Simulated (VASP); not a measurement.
Set up this calculation in VASP 6.6.1, as the native input.

* Task: relaxation of cell and atoms
* Functional: PBE
* Potentials or basis: VASP PAW PBE potentials, release 64 (Sc_sv, Te)
* Cutoff: 600 eV
* k mesh: 5 × 5 × 5
* Occupations: fermi-dirac, width 0.05 eV
* Spin: no spin polarisation
* Target pressure: 5 GPa
* Further INCAR settings: ALGO = Fast; EDIFF = 1e-06; IBRION = 2; EDIFFG = -0.02; NSW = 40; ISIF = 3
* Target pressure: 5 GPa

The structure of Sc3Te lies in POSCAR:

```
Sc3Te
1.0
    0.0000000000      3.5695000000      3.5695000000
    3.5695000000      0.0000000000      3.5695000000
    3.5695000000      3.5695000000      0.0000000000
Sc Te
3 1
Direct
    0.2500000000      0.2500000000      0.2500000000
    0.7500000000      0.7500000000      0.7500000000
    0.5000000000      0.5000000000      0.5000000000
    0.0000000000      0.0000000000      0.0000000000
```

The cell was built by a generator and needn't be a form met in nature.

The input as run:

INCAR

```
PREC = Accurate
ENCUT = 600
EDIFF = 1E-6
ISMEAR = -1
SIGMA = 0.05
LREAL = F
LASPH = T
NELM = 60
ALGO = Fast
ISIF = 3
LWAVE = F
LCHARG = F
GGA = PE
IBRION = 2
NSW = 40
EDIFFG = -0.02
PSTRESS = 50
```

KPOINTS

```
Automatic mesh
0
Gamma
  5 5 5
```

Potentials or basis: VASP PAW PBE potentials, release 64 (Sc_sv, Te).

The run is started by

```console
$ cat potpaw_PBE.64/Sc_sv/POTCAR potpaw_PBE.64/Te/POTCAR > POTCAR
$ mpirun -np 1 vasp_std > vasp.out
```

Results of the run:

```json
{"Relaxed volume": "21.06 Å³/atom", "Relaxed cell": "a = 4.921 Å, b = 4.921 Å, c = 4.921 Å, α = 60.00°, β = 60.00°, γ = 60.00°", "Space group after relaxing (to 0.05 Å)": "Fm-3m (No. 225)", "Energy change on relaxing (the enthalpy is what falls)": "+24.9 meV/atom", "Ionic steps": "3", "Pressure after relaxing": "5.1 GPa", "Band gap on the k mesh": "none (metal or under the smearing width)"}
```

Caveat: the cell is relaxed towards a set pressure, so the enthalpy falls and the energy may rise.

Wall time 2.9 min on 1 thread of Intel(R) Xeon(R) Platinum 8259CL CPU @ 2.50GHz (Skylake/Cascade Lake) (shared host), peak memory 0.25 GiB.
